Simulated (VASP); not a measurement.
Method: PBE GGA, VASP's PBE PAW potentials (set 64) (plane waves; VASP).

A VASP calculation is set up with these files.

KPOINTS:
```
kpoints
0
gamma
8 8 6
```

File POSCAR:
```
NiSb
1.0
  2.0043000000  -3.4715500000   0.0000000000
  2.0043000000   3.4715500000   0.0000000000
  0.0000000000   0.0000000000   5.2326000000
Ni Sb
2 2
Cartesian
  0.0000000000   0.0000000000   2.6163000000
  0.0000000000   0.0000000000   0.0000000000
  2.0043000000   1.1571856477   1.3081500000
  2.0043000000  -1.1571856477   3.9244500000
```

**INCAR**
```
SYSTEM = NiSb
PREC = Accurate
ENCUT = 400
EDIFF = 1E-6
NELM = 100
ALGO = Normal
LREAL = .FALSE.
LASPH = .TRUE.
ISMEAR = 1
SIGMA = 0.1
GGA = PE
LMAXMIX = 4
LWAVE = .FALSE.
LCHARG = .FALSE.
ISIF = 2
```

POTCAR, in this order: Ni Sb (PBE.64 set). Program: vasp_std.

Output of the run:

File OUTCAR:
```
 ion  position               nearest neighbor table
   1  0.000  0.000  0.500-   2 2.62   2 2.62   4 2.66   3 2.66   4 2.66   3 2.66   4 2.66   3 2.66
  LATTYP: Found a hexagonal cell.
 ALAT       =     4.0086004905
 C/A-ratio  =     1.3053433517
 Subroutine PRICEL returns:
 Original cell was already a primitive cell.
 Subroutine GETGRP returns: Found 24 space group operations
The static configuration has the point symmetry D_3d.
 The point group associated with its full space group is D_6h.
The dynamic configuration has the point symmetry D_3d.
 Subroutine INISYM returns: Found 24 space group operations
 Subroutine IBZKPT returns following result:
 Found     40 irreducible k-points:

 Following reciprocal coordinates:
            Coordinates               Weight
  0.000000  0.000000  0.000000      1.000000
  0.125000 -0.000000  0.000000      6.000000
  0.250000 -0.000000  0.000000      6.000000
  0.375000  0.000000  0.000000      6.000000
  0.500000 -0.000000  0.000000      3.000000
  0.125000  0.125000  0.000000      6.000000
  0.250000  0.125000  0.000000     12.000000
  0.375000  0.125000  0.000000     12.000000
  0.250000  0.250000  0.000000      6.000000
  0.375000  0.250000  0.000000      6.000000
  0.000000  0.000000  0.166667      2.000000
  0.125000 -0.000000  0.166667     12.000000
  0.250000 -0.000000  0.166667     12.000000
  0.375000  0.000000  0.166667     12.000000
  0.500000 -0.000000  0.166667      6.000000
  0.125000  0.125000  0.166667     12.000000
  0.250000  0.125000  0.166667     24.000000
  0.375000  0.125000  0.166667     24.000000
  0.250000  0.250000  0.166667     12.000000
  0.375000  0.250000  0.166667     12.000000
  0.000000  0.000000  0.333333      2.000000
  0.125000 -0.000000  0.333333     12.000000
  0.250000 -0.000000  0.333333     12.000000
  0.375000  0.000000  0.333333     12.000000
  0.500000 -0.000000  0.333333      6.000000
  0.125000  0.125000  0.333333     12.000000
  0.250000  0.125000  0.333333     24.000000
  0.375000  0.125000  0.333333     24.000000
  0.250000  0.250000  0.333333     12.000000
  0.375000  0.250000  0.333333     12.000000
  0.000000  0.000000  0.500000      1.000000
  0.125000 -0.000000  0.500000      6.000000
  0.250000 -0.000000  0.500000      6.000000
  0.375000  0.000000  0.500000      6.000000
  0.500000 -0.000000  0.500000      3.000000
  0.125000  0.125000  0.500000      6.000000
  0.250000  0.125000  0.500000     12.000000
  0.375000  0.125000  0.500000     12.000000
  0.250000  0.250000  0.500000      6.000000
  0.375000  0.250000  0.500000      6.000000
   k-points           NKPTS =     40   k-points in BZ     NKDIM =     40   number of bands    NBANDS=     19
   number of dos      NEDOS =    301   number of ions     NIONS =      4
   total plane-waves  NPLWV =  28224
   dimension x,y,z NGX =    28 NGY =   28 NGZ =   36
   dimension x,y,z NGXF=    56 NGYF=   56 NGZF=   72
   ions per type =               2   2
   PREC   = accura    normal or accurate (medium, high low for compatibility)
   ISTART =      0    job   : 0-new  1-cont  2-samecut
   ICHARG =      2    charge: 1-file 2-atom 10-const
   ISPIN  =      1    spin polarized calculation?
   LNONCOLLINEAR =      F non collinear calculations
   LSORBIT =      F    spin-orbit coupling
   INIWAV =      1    electr: 0-lowe 1-rand  2-diag
   ENCUT  =  400.0 eV  29.40 Ry    5.42 a.u.   6.54  6.54  8.53*2*pi/ulx,y,z
   NELM   =    100;   NELMIN=  2; NELMDL= -5     # of ELM steps
   EDIFF  = 0.1E-05   stopping-criterion for ELM
   LREAL  =      F    real-space projection
   NLSPLINE    = F    spline interpolate recip. space projectors
...
```

**OSZICAR**
```
       N       E                     dE             d eps       ncg     rms          rms(c)
DAV:   1     0.152238291370E+03    0.15224E+03   -0.10646E+04  1520   0.131E+03
DAV:   2    -0.137077109302E+02   -0.16595E+03   -0.16162E+03  1520   0.296E+02
DAV:   3    -0.214488320082E+02   -0.77411E+01   -0.74708E+01  1757   0.774E+01
DAV:   4    -0.216799595497E+02   -0.23113E+00   -0.22945E+00  1728   0.129E+01
DAV:   5    -0.216876915142E+02   -0.77320E-02   -0.77292E-02  1869   0.238E+00    0.129E+01
DAV:   6    -0.249630519465E+02   -0.32754E+01   -0.38565E+01  1668   0.111E+02    0.188E+01
DAV:   7    -0.202962533070E+02    0.46668E+01   -0.14107E+01  1649   0.771E+01    0.377E+00
DAV:   8    -0.203483646924E+02   -0.52111E-01   -0.18484E+00  2096   0.131E+01    0.274E+00
DAV:   9    -0.202879657756E+02    0.60399E-01   -0.27366E-01  1765   0.875E+00    0.630E-01
DAV:  10    -0.202886519173E+02   -0.68614E-03   -0.75218E-03  1667   0.901E-01    0.508E-01
DAV:  11    -0.202883517965E+02    0.30012E-03   -0.69550E-04  1706   0.228E-01    0.132E-01
DAV:  12    -0.202882084970E+02    0.14330E-03   -0.47829E-04  2160   0.359E-01    0.465E-02
DAV:  13    -0.202882120238E+02   -0.35268E-05   -0.50968E-05  1616   0.537E-02    0.250E-02
DAV:  14    -0.202882123271E+02   -0.30330E-06   -0.23054E-06  1192   0.159E-02
   1 F= -.20288212E+02 E0= -.20288541E+02  d E =0.985592E-03
```

**OUTCAR**
```
------------------------ aborting loop because EDIFF is reached ----------------------------------------
  FORCE on cell =-STRESS in cart. coord.  units (eV):
  Direction    XX          YY          ZZ          XY          YZ          ZX
  --------------------------------------------------------------------------------------
  Total       -1.4700623     -1.4700627     -1.5597191      0.0000000      0.0000000      0.0000000
  in kB      -32.3454075    -32.3454181    -34.3181044      0.0000000      0.0000000      0.0000000
  external PRESSURE =     -33.0029767 kB  Pullay stress =       0.0000000 kB
  volume of cell :       72.82
      direct lattice vectors                 reciprocal lattice vectors
     2.004300000 -3.471550000  0.000000000     0.249463653 -0.144027884  0.000000000
     2.004300000  3.471550000  0.000000000     0.249463653  0.144027884  0.000000000
     0.000000000  0.000000000  5.232600000     0.000000000  0.000000000  0.191109582
 POSITION                                       TOTAL-FORCE (eV/Angst)
 -----------------------------------------------------------------------------------
      0.00000      0.00000      2.61630        -0.000000      0.000000      0.000000
      0.00000      0.00000      0.00000        -0.000000      0.000000      0.000000
      2.00430      1.15719      1.30815         0.000000     -0.000000      0.000000
      2.00430     -1.15719      3.92445         0.000000      0.000000      0.000000
 -----------------------------------------------------------------------------------
    total drift:                                0.000000      0.000000      0.000000
  FREE ENERGIE OF THE ION-ELECTRON SYSTEM (eV)
  ---------------------------------------------------
  free  energy   TOTEN  =       -20.2882123271 eV

  energy  without entropy=      -20.2891979192  energy(sigma->0) =      -20.28854086
```
(Selected blocks of OUTCAR.)

The compound is NiSb in the NiAs type structure. The cell was not relaxed at this level. The run is not spin-polarised, so no magnetic state was tried.
